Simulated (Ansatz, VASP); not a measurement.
## VSe2: VASP beside Ansatz

One calculation is typed for both programs; each brings its own data sets. How far apart do they land? Of the first pair: The structure shown is the start of the Ansatz relaxation below; VASP solves that cell, so the two are compared at the walk's first step.

Method: plane waves, with VASP 6.6.1 beside it; single point at LDA, in Ansatz 0.2.0.

### 1. Starting point

The cell holds 3 atoms: 1 V and 2 Se. Its edges and angles: a = 3.300 Å, b = 3.300 Å, c = 30.460 Å, α = 90.0°, β = 90.0°, γ = 120.0°. Vacuum lies along c. The height across the vacuum is the one that the program set for its solve, not the one typed.

### 2. Ansatz: relaxation, LDA

Ansatz runs on its default PAW (the set named soft_2) files.

The two programs are compared at the cell with which this relaxation starts, whose forces are those of its first step.

Contents of input.yaml:

```yaml
crystal:
  lattice:
    - [3.3, 0.0, 0.0]
    - [-1.65, 2.85788, 0.0]
    - [0.0, 0.0, 20.0]
  atoms:
    - { symbol: V, position: [0.333333, 0.666667, 0.5], spin: 0.84 }
    - { symbol: Se, position: [0.666667, 0.333333, 0.58325] }
    - { symbol: Se, position: [0.666667, 0.333333, 0.41675] }
  periodic: [true, true, false]
kpoints:
  mp_grid: { grid: [9, 9, 1] }
hamiltonian:
  xc: lda
scf:
  occupations: { method: gaussian, width: 0.1 }
output:
  forces: true
  stress: true
  eigenvalues: true
  populations: true
magnetization:
  spin_polarized: true
relax:
  adjacent_minimum: "off"
  f_tol: 0.05
  max_steps: 80
  cell: { stress_2d_tol: 0.02 }
```

Command:

```
$ ansatz run input.yaml --threads 8 --pin off --max-ram 14336MiB --backend cpu --events-out ev --progress --plain --runs-dir out
```

Numbers of over 12 decimals in the logs are rounded to 6 here.

The program printed:

```text
Warning: crystal.periodic: the lattice vector that does not repeat stood 0.000° off the slab's normal, 20.000 Å along it as the deck builds it. The run solves the slab on a vector along the normal, 30.460 Å long, with every atom where it was (on the deck's vector they left 16.67 Å outside them, and the widest stretch free of ions among them is 1.67 Å). A fractional position that the run reports is one of the run's ce [...]
Warning: the atoms were moved onto the symmetric positions of the space group found under crystal.symmetry.tolerance 1.0e-5 (fractional; no operation is sought that the atoms, as they stand in a round, miss by more than twice it, and no atom is moved by as much as it), and the run uses the moved positions. Before a round's move an operation carried an atom to 4.40e-6 Å from where it should land, the largest such dist [...]
[...]
SCF iter   2: F=—  HF=-13629.002546 eV  |F-HF|=—  |Δ(HF+E_count)|=   9.75e-6  Δρ=2.95e-5 (↑2.01e-5 ↓2.95e-5)  dr2=6.06e-6  dr2_m=1.67e-7  M=0.687 μB ∫|m|=0.762 μB  β_m=0.41  ethr=3.39e-8  ⟨swp⟩=2.7  Hψ=1240  notcnv=0
SCF iter   3: F=—  HF=-13629.002552 eV  |F-HF|=—  |Δ(HF+E_count)|=   5.69e-6  Δρ=1.79e-5 (↑8.82e-6 ↓1.79e-5)  dr2=1.34e-6  dr2_m=3.30e-7  M=0.687 μB ∫|m|=0.761 μB  β_m=0.70  ethr=1.35e-8  ⟨swp⟩=3.0  Hψ=1110  notcnv=0
SCF iter   4: F=—  HF=-13629.002561 eV  |F-HF|=—  |Δ(HF+E_count)|=   8.86e-6  Δρ=6.98e-6 (↑5.41e-6 ↓6.98e-6)  dr2=6.80e-7  dr2_m=3.26e-9  M=0.687 μB ∫|m|=0.761 μB  β_m=0.85  ethr=2.98e-9  ⟨swp⟩=3.1  Hψ=1389  notcnv=0
SCF iter   5: F=—  HF=-13629.002562 eV  |F-HF|=—  |Δ(HF+E_count)|=   9.70e-7  Δρ=2.25e-6 (↑2.25e-6 ↓1.21e-6)  dr2=2.60e-8  dr2_m=8.68e-10  M=0.687 μB ∫|m|=0.761 μB  β_m=0.74  ethr=1.51e-9  ⟨swp⟩=3.2  Hψ=1428  notcnv=0
SCF iter   6: F=—  HF=-13629.002562 eV  |F-HF|=—  |Δ(HF+E_count)|=   1.34e-8  Δρ=6.77e-7 (↑6.77e-7 ↓4.00e-7)  dr2=2.47e-9  dr2_m=9.69e-11  M=0.687 μB ∫|m|=0.761 μB  β_m=0.79  ethr=5.77e-11  ⟨swp⟩=3.2  Hψ=1412  notcnv=0
SCF iter   7: F=-13629.002562 eV  HF=-13629.002562 eV  |F-HF|=3.31e-10  |Δ(HF+E_count)|=   1.49e-9  Δρ=2.20e-7 (↑2.20e-7 ↓1.41e-7)  dr2=5.13e-10  dr2_m=5.17e-12  M=0.687 μB ∫|m|=0.761 μB  ethr=5.49e-12  ⟨swp⟩=6.2  Hψ=3212  notcnv=0
SCF 5 converged in 7 iterations: F = -13629.002562 eV  dr2 = 5.13e-10
relax step   5: F+E_penalty+E_count = -13629.00256178 eV  Δ(F+E_penalty+E_count) = -6.613e-5 eV  max|allowed force component| = 5.173e-4 eV/Å  Δτ_max = 0.0001 Å  P = +0.002 N/m  Ω = 275.183 Å³  energy of the carried Pulay correction = +6.688e-4 eV  fix = [c, alpha, beta]  reactions: c +0.000 N/m  (7 SCF iters, dr2 threshold 1.60e-8 eV, accepted)
Initial wavefunctions: pseudopotential atomic-orbital guess (no wavefunctions were taken with the density)
iter 1 solved again at ethr=1.39e-7 eV; its pass at ethr=3.10e-3 eV (dr2=6.23e-5 eV) is discarded
SCF iter   1: F=—  HF=-13629.001979 eV  |F-HF|=—  |Δ(HF+E_count)|=         —  Δρ=1.22e-5 (↑1.22e-5 ↓1.14e-5)  dr2=1.13e-6  dr2_m=3.87e-9  M=0.687 μB ∫|m|=0.761 μB  β_m=0.65  ethr=1.39e-7  ⟨swp⟩=6.3  Hψ=6912  notcnv=0
preconditioner: auto → Resta (q_TF=auto, 2.018 Å⁻¹)  ε∞=2.4  [insulator: Δε(μ)=0.139 eV  Ē_g=7.892 eV  σ=0.100 eV  W_gap=0.50  n_scr=18 (ndim 8)  ℏωp=9.2 eV  f_vac=0.772  D(μ)=1.78/eV (n_scr^D=10)  ε∞_Penn≈2.4  vacuum switching on, ρ_ref=4.5e-3 e/Å³]
spin=Collinear: Resta preconditioning applied to the charge; magnetization (m = ρ↑ − ρ↓) channel mixes plain (no charge-response kernel on spin).
SCF iter   2: F=—  HF=-13629.001976 eV  |F-HF|=—  |Δ(HF+E_count)|=   2.74e-6  Δρ=5.61e-6 (↑5.61e-6 ↓4.32e-6)  dr2=1.87e-7  dr2_m=3.03e-9  M=0.687 μB ∫|m|=0.761 μB  β_m=0.46  ethr=2.51e-9  ⟨swp⟩=3.8  Hψ=1514  notcnv=0
SCF iter   3: F=—  HF=-13629.001976 eV  |F-HF|=—  |Δ(HF+E_count)|=   2.11e-7  Δρ=2.35e-6 (↑2.35e-6 ↓2.32e-6)  dr2=1.99e-8  dr2_m=1.38e-10  M=0.687 μB ∫|m|=0.761 μB  β_m=0.59  ethr=4.15e-10  ⟨swp⟩=3.2  Hψ=1407  notcnv=0
SCF iter   4: F=—  HF=-13629.001976 eV  |F-HF|=—  |Δ(HF+E_count)|=   1.57e-7  Δρ=1.35e-6 (↑1.35e-6 ↓1.29e-6)  dr2=3.47e-8  dr2_m=1.28e-11  M=0.687 μB ∫|m|=0.761 μB  β_m=0.79  ethr=4.43e-11  ⟨swp⟩=3.5  Hψ=1275  notcnv=0
SCF iter   5: F=—  HF=-13629.001976 eV  |F-HF|=—  |Δ(HF+E_count)|=   9.15e-8  Δρ=4.85e-7 (↑3.74e-7 ↓4.85e-7)  dr2=4.36e-9  dr2_m=2.24e-11  M=0.687 μB ∫|m|=0.761 μB  β_m=0.78  ethr=4.43e-11  ⟨swp⟩=2.9  Hψ=1317  notcnv=0
SCF iter   6: F=—  HF=-13629.001976 eV  |F-HF|=—  |Δ(HF+E_count)|=   7.66e-9  Δρ=1.44e-7 (↑9.37e-8 ↓1.44e-7)  dr2=2.30e-10  dr2_m=1.10e-11  M=0.687 μB ∫|m|=0.761 μB  β_m=0.82  ethr=9.68e-12  ⟨swp⟩=3.0  Hψ=1403  notcnv=0
SCF iter   7: F=—  HF=-13629.001976 eV  |F-HF|=—  |Δ(HF+E_count)|=  2.42e-10  Δρ=9.70e-8 (↑9.70e-8 ↓3.90e-8)  dr2=7.21e-11  dr2_m=2.65e-12  M=0.687 μB ∫|m|=0.761 μB  β_m=0.91  ethr=1.00e-12  ⟨swp⟩=3.8  Hψ=1491  notcnv=0
SCF iter   8: F=—  HF=-13629.001976 eV  |F-HF|=—  |Δ(HF+E_count)|=  6.37e-11  Δρ=3.17e-8 (↑3.17e-8 ↓8.29e-9)  dr2=3.81e-12  dr2_m=4.58e-13  M=0.687 μB ∫|m|=0.761 μB  β_m=0.91  ethr=1.00e-12  ⟨swp⟩=2.8  Hψ=902  notcnv=0
SCF iter   9: F=—  HF=-13629.001976 eV  |F-HF|=—  |Δ(HF+E_count)|=  9.09e-12  Δρ=8.37e-9 (↑8.37e-9 ↓5.11e-9)  dr2=1.22e-12  dr2_m=8.12e-15  M=0.687 μB ∫|m|=0.761 μB  β_m=0.85  ethr=1.00e-12  ⟨swp⟩=1.7  Hψ=746  notcnv=0
SCF iter  10: F=-13629.001976 eV  HF=-13629.001976 eV  |F-HF|=3.09e-11  |Δ(HF+E_count)|=  9.09e-12  Δρ=1.20e-8 (↑1.20e-8 ↓1.04e-8)  dr2=2.36e-12  dr2_m=2.16e-15  M=0.687 μB ∫|m|=0.761 μB  ethr=1.00e-12  ⟨swp⟩=9.8  Hψ=3956  notcnv=0
SCF 6 converged in 10 iterations: F = -13629.001976 eV  dr2 = 2.36e-12
relax step   6: F+E_penalty+E_count = -13629.00197638 eV  Δ(F+E_penalty+E_count) = +5.854e-4 eV  max|allowed force component| = 6.278e-4 eV/Å  Δτ_max = 0.0000 Å  P = -0.005 N/m  Ω = 275.183 Å³  fix = [c, alpha, beta]  reactions: c -0.000 N/m  stress off target by 4.50e-3 N/m on what of the cell is left free  SCF on the basis re-selected at this cell (its energy is not comparable with the rows above)  (10 SCF iters)
basis re-selected at this cell: Δ(F+E_penalty+E_count) = +5.854e-4 eV, ΔP = -0.006 N/m vs the last step (what re-selecting the basis moved, of the pressure what is left beyond the Pulay correction that the steps carried, after the strain that the cell walked since its last selection, with what the two solves' SCF thresholds leave and, on support functions, any second-order correction that the steps lacked; it is no m [...]
SCF converged after 10 iterations
Magnetization: 0.6871 μB (22.8435 up, 22.1565 down)
Absolute magnetization: 0.7605 μB (∫|ρ↑−ρ↓|, with the PAW one-centre terms)
Spin contamination: 0.0083 ħ² per cell (⟨S²⟩ above its minimum at these occupations)
Per-site moments (μB) at R_I (Å): [(0.565934, 1.008656), (-0.0083053, 1.008656), (-0.0083053, 1.008656)]
Free energy (F): -13629.001976 eV
Harris-Foulkes:  -13629.001976 eV  (|F-HF|=3.09e-11)
Internal energy: -13628.993096 eV  (E = F + TS)
E sigma→0 (E₀):  -13628.997536 eV
Entropy (-TS):   -0.008881 eV (-2.960 meV/atom)
Fermi energy:    -5.674562 eV
--- Per-component energies (eV) ---
  E_band       = -1639.410264
  E_kinetic    = 577.824581
  E_local      = -126968.676621  (includes V_loc(G=0)·N_el)
  E_nonlocal   = -1218.989321
  E_hartree    = 63053.038702
  E_xc         = -338.140250
  E_vxc        = -363.940458  (∫ρ·V_xc dr)
  E_paw        = -4715.604126  (= ΣΔE_a)
  E_vpaw       = 228.294941  (= ΣTr[D̂ρ^β])
  E_aug_tail   = -0.000968  (compensation charges beyond the density's cutoff)
  E_ewald      = 55976.774034
  E_core_change = 4.780874  (= ΣΔE_core)
  E_smearing   = -0.008881  (= −TS)
  E_closure    = -0.000000  (closes the sum)
  Σ components = -13629.001976   (vs F -13629.001976, Δ=0.00e0)
--- Forces (eV/Å), atoms counted from 1 ---
  atom   1  V      0.00000000    -0.00000000     0.00000000
  atom   2  Se     0.00000000     0.00000000     0.00062775
  atom   3  Se     0.00000000     0.00000000    -0.00062775
  max |Σ_I F_I| component: 6.25e-17 eV/Å
--- 2D stress c σ (N/m, compression-positive) ---
       -0.004503       0.000000       0.000000
        0.000000      -0.004503       0.000000
        0.000000       0.000000       0.000000
  P = ½ c Tr σ = -0.0045 N/m
--- Band table (eV; the first three rows and the last of 24) ---
  k-point 0 ↑: bands = ["-69.4448", "-53.0561", "-53.0561", "-53.0556", "-53.0556", "-53.0127", "-53.0127", "-53.0111", "-53.0111", "-52.9975", "-52.9936", "-43.6034", "-43.6034", "-43.5888", "-20.1336", "-19.0539", "-10.9850", "-7.3605", "-7.2527", "-7.2527", "-6.3012", "-6.3012", "-5.6195", "-2.6433", "-2.6433", "-2.4964", "-2.4964", "-0.7768"]
  k-point 1 ↑: bands = ["-69.4433", "-53.0560", "-53.0557", "-53.0555", "-53.0550", "-53.0128", "-53.0128", "-53.0114", "-53.0111", "-52.9972", "-52.9932", "-43.6187", "-43.6069", "-43.5853", "-19.9599", "-18.9257", "-10.7947", "-7.7006", "-7.5626", "-7.1424", "-6.5306", "-6.3505", "-5.6672", "-3.2223", "-3.2092", "-2.7957", "-2.5188", "-0.4647"]
  k-point 2 ↑: bands = ["-69.4394", "-53.0558", "-53.0558", "-53.0538", "-53.0534", "-53.0130", "-53.0130", "-53.0122", "-53.0113", "-52.9964", "-52.9924", "-43.6574", "-43.6156", "-43.5764", "-19.4752", "-18.5684", "-10.3023", "-8.8336", "-8.2522", "-7.0237", "-6.8510", "-6.7227", "-5.9427", "-3.9622", "-3.4948", "-3.4200", "-2.2985", "0.1510"]
  k-point 11 ↓: bands = ["-68.8494", "-53.0563", "-53.0555", "-53.0553", "-53.0553", "-53.0165", "-53.0151", "-53.0144", "-53.0143", "-52.9962", "-52.9920", "-43.1185", "-43.0987", "-43.0232", "-17.8818", "-17.3984", "-10.1185", "-10.0319", "-9.8286", "-8.7733", "-8.7294", "-6.9840", "-4.9999", "-3.9725", "-3.1765", "-2.9152", "-1.7093", "0.3146"]
--- Relaxed structure (5 steps of the walk, 5 accepted, 1 SCFs on fresh bases) ---
  F+E_penalty+E_count = -13629.00197638 eV   max|allowed force component| = 6.278e-4 eV/Å   (the final SCF, on the basis selected at the relaxed cell)
  cell:  # Å, volume = 275.1826 Å³
    - [3.229834, 0, 0.0]
    - [-1.614917, 2.797119, 0.0]
    - [0.0, 0.0, 30.46]
  atoms:
    - { symbol: V, position: [0.333333, 0.666667, 0.328299] }
    - { symbol: Se, position: [0.666667, 0.333333, 0.380227] }
    - { symbol: Se, position: [0.666667, 0.333333, 0.276371] }
--- Löwdin populations: 3 sites ---
  site symbol       q [e]    m [muB]
     0      V     12.4476     0.7219
     1     Se     16.1722    -0.0239
     2     Se     16.1722    -0.0239
  spilling = 0.004620 (of n_electrons = 45.000000)
```

Reading the cycles: dr2 is the Hartree energy of the density residual (eV), the measure of convergence; HF is the Harris–Foulkes estimate of the energy, which meets the free energy F at convergence.

(Part 1 of 3 ends here.)

[Lines on the potential files, build, host, timing and source positions are cut from VASP's logs without a mark.]

[Logs are printed without paths, hosts, clocks, repeated set-up lines and the standing remarks that a program may print on its own settings, such as how far it seeks lower states.]

[Hosts, paths, dates, database ids (printed as entryN), source tags and the programs' standing remarks are cut or masked in the printed files.]
